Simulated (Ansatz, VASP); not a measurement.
# Cross-check of CdPb (CdPb in the L10 ordering) between VASP and Ansatz, part 2 of 2

Wanted: the spread between two codes on one cell, functional and k mesh. The cell is generated by rule, not measured, and may not be a known phase. The cell is taken from a series of runs on this material, whose earlier steps may have relaxed, scaled, displaced or heated it; both programs get it as it stands.

VASP 6.6.1 and Ansatz 0.2.0.

So far: The structure; Ansatz: relaxation of cell and atoms, PBEsol, pair 1; VASP: relaxation of cell and atoms, PBEsol, pair 1; Comparison.

## (5) VASP: relaxation of cell and atoms, PBEsol, pair 2

Level of this step: PBEsol; plane waves and PAW (Cd, Pb_d); invented cell (VASP).

The relaxed volume is the usual yardstick between codes: in a stiff, nearly cubic crystal its relative difference is about their pressure difference at one cell divided by the bulk modulus.

Input file INCAR:

```
SYSTEM = CdPb
PREC = Accurate
ENCUT = 500
EDIFF = 1E-07
NELM = 120
ISMEAR = 0
SIGMA = 0.1
LREAL = .FALSE.
ALGO = Normal
GGA = PS
NBANDS = 19
LORBIT = 11
LWAVE = .FALSE.
LCHARG = .FALSE.
ISIF = 3
IBRION = 2
NSW = 80
EDIFFG = -0.005
LASPH = .TRUE.
GGA_COMPAT = .FALSE.
NELMIN = 4
KPAR = 2
```

Input file POSCAR:

```
CdPb
1.0
    3.3238600000      0.0000000000      0.0000000000
    0.0000000000      3.3238600000      0.0000000000
    0.0000000000      0.0000000000      4.7007000000
Cd Pb
1 1
Direct
    0.0000000000      0.0000000000      0.0000000000
    0.5000000000      0.5000000000      0.5000000000
```

Input file KPOINTS:

```
Automatic mesh
0
Gamma
10 10 6
0 0 0
```

PAW data sets: Cd and Pb_d (PBE family, release 64).

Command:

```sh
$ mpirun -np 2 vasp_std
```

Numbers of over 12 decimals in the logs are rounded to 6 here.

Output:

```text
[banner, memory and clock lines left out]
running    2 mpi-ranks, on    1 nodes
[...]
[... a notice as in an earlier step ...]

 LDA part: xc-table for (Slater+PW92), standard interpolation
 POSCAR, INCAR and KPOINTS ok, starting setup
[...]
entering main loop
       N       E                     dE             d eps       ncg     rms          rms(c)
DAV:   1     0.232843632754E+03    0.23284E+03   -0.13628E+04  3243   0.153E+03
DAV:   2     0.605619467149E+01   -0.22679E+03   -0.22049E+03  3204   0.392E+02
DAV:   3    -0.499919435263E+01   -0.11055E+02   -0.10966E+02  3845   0.101E+02
DAV:   4    -0.520904763337E+01   -0.20985E+00   -0.20976E+00  3716   0.138E+01
[...]
DAV:  11    -0.505687153077E+01   -0.15256E-06   -0.10415E-05  3972   0.253E-02    0.693E-03
DAV:  12    -0.505687213830E+01   -0.60753E-06   -0.90695E-07  3835   0.104E-02    0.260E-03
DAV:  13    -0.505687213732E+01    0.97361E-09   -0.58550E-08  2150   0.254E-03
   1 F= -.50568721E+01 E0= -.50548581E+01  d E =-.505687E+01
[... from here on, the cycles between the ionic steps are left out ...]
   2 F= -.50630214E+01 E0= -.50618302E+01  d E =-.614925E-02
   3 F= -.50683273E+01 E0= -.50670415E+01  d E =-.114552E-01
   4 F= -.50693944E+01 E0= -.50685095E+01  d E =-.125223E-01
   5 F= -.50693970E+01 E0= -.50684912E+01  d E =-.125249E-01
   6 F= -.50694528E+01 E0= -.50685440E+01  d E =-.557785E-04
   7 F= -.50695163E+01 E0= -.50686089E+01  d E =-.119241E-03
[...]
reached required accuracy - stopping structural energy minimisation
```

Parts of OUTCAR (step 5):

```text
  Total       -0.0042235     -0.0042235      0.0061967      0.0000000      0.0000000      0.0000000
  in kB       -0.1304506     -0.1304506      0.1913971      0.0000000      0.0000000      0.0000000
  external PRESSURE =      -0.0231680 kB  Pullay stress =       0.0000000 kB

 POSITION                                       TOTAL-FORCE (eV/Angst)
 -----------------------------------------------------------------------------------
      0.00000      0.00000      0.00000        -0.000000      0.000000      0.000000
      1.68887      1.68887      2.27328         0.000000      0.000000      0.000000
 -----------------------------------------------------------------------------------
    total drift:                                0.000000      0.000000     -0.000000

  FREE ENERGIE OF THE ION-ELECTRON SYSTEM (eV)
  ---------------------------------------------------
  free  energy   TOTEN  =        -5.0695162610 eV

  energy  without entropy=       -5.0677015329  energy(sigma->0) =       -5.06860890

[... 2 parts as in an earlier step ...]

[... 2 further parts left out ...]
[key lines of the parts left out:]
E-fermi :   5.3269
```

## (6) Ansatz: relaxation of cell and atoms, PBEsol, pair 2

The same cell, functional, mesh and smearing now go to Ansatz, which takes its cutoff from its data sets.

The cell is taken from a series of runs on this material, whose earlier steps may have relaxed, scaled, displaced or heated it; both programs get it as it stands.

Input file input.yaml:

```yaml
crystal:
  lattice:
    - [3.32386, 0.0, 0.0]
    - [0.0, 3.32386, 0.0]
    - [0.0, 0.0, 4.7007]
  atoms:
    - { symbol: Cd, position: [0.0, 0.0, 0.0] }
    - { symbol: Pb, position: [0.5, 0.5, 0.5] }
kpoints:
  mp_grid: { grid: [10, 10, 6] }
hamiltonian:
  xc: pbesol
scf:
  occupations: { method: gaussian, width: 0.1 }
output:
  forces: true
  stress: true
  eigenvalues: true
  write_density: true
  write_potential: true
  elf: true
  volumetric_format: npy
relax:
  adjacent_minimum: "off"
  f_tol: 0.005
  max_steps: 80
  cell: { stress_tol: 0.05 }
```

Command:

```sh
$ ansatz run input.yaml --threads 4 --pin off --max-ram 8192MiB --backend cpu --events-out ev --progress --plain --runs-dir out
```

Output:

```text
[...]
Crystal: 2 atoms, lattice volume = 51.934 Å³
Basis set: ecut = 420 eV, 1023 PW (Γ), exchange–correlation on 48×48×64 points (8 copies of the dense FFT grid, shifted against one another)
Bands: 21, of which v1, the nominal top of the filled ones, is band 17 counted from 1 (16 counted from 0)
Symmetry: 16 space group operations
[...]
k-points: 84 of 600
[...]
k-point 83: bands = [... 13 lower, 4.1036, 6.1205, 11.3527, 11.3527, 12.9143, 13.4360, 13.4740, 13.4740]
--- Relaxed structure (5 steps of the walk, 5 accepted, 1 SCFs on fresh bases) ---
[...]
cell:  # Å, volume = 51.7995 Å³
    - [3.376085, 0, 0.0]
    - [0, 3.376085, 0.0]
    - [0.0, 0.0, 4.544636]
  atoms:
    - { symbol: Cd, position: [0, 0, 0.0] }
    - { symbol: Pb, position: [0.5, 0.5, 0.5] }
[key lines of the parts left out:]
SCF converged after 5 iterations
Free energy (F): -19938.872247 eV
Fermi energy:    12.383687 eV
P = ⅓ Tr σ = -0.0002 GPa (-0.002 kbar)
```

## (7) Comparison

What differs besides the data sets and the points named for the pairs above, as far as they apply: the data sets hold 34 valence electrons in Ansatz (on its default PAW (the set named soft_2) files) and 26 in VASP. Total energies have different zeros and are not compared.

Both answers:

```tsv
quantity	Ansatz	VASP	difference
volume (Å³)	51.80	51.87	-0.14 %
edge a after relaxation, in the typed setting (Å)	3.376	3.378	-0.05 %
edge c after relaxation, in the typed setting (Å)	4.545	4.547	-0.04 %
```

## (8) Summary of results

```
difference in volume (relaxation of cell and atoms, PBEsol, pair 1) : -0.16 %
difference in volume (relaxation of cell and atoms, PBEsol, pair 2) : -0.14 %
```

In words: The difference in volume is -0.16 % (relaxation of cell and atoms, PBEsol, pair 1), within the 1.2 % picked in this series as the mark of a large difference, as far as the stopping tolerances let one tell. The data sets hold unlike numbers of valence electrons (34 in Ansatz and 26 in VASP), so part of the differences comes from the potentials. How closely two codes agree says nothing of how well the functional describes the real material.

[Lines on the potential files, build, host, timing and source positions are cut from VASP's logs without a mark.]

[Logs are printed without paths, hosts, clocks, repeated set-up lines and the standing remarks that a program may print on its own settings, such as how far it seeks lower states.]

[Hosts, paths, dates, database ids (printed as entryN), source tags and the programs' standing remarks are cut or masked in the printed files.]
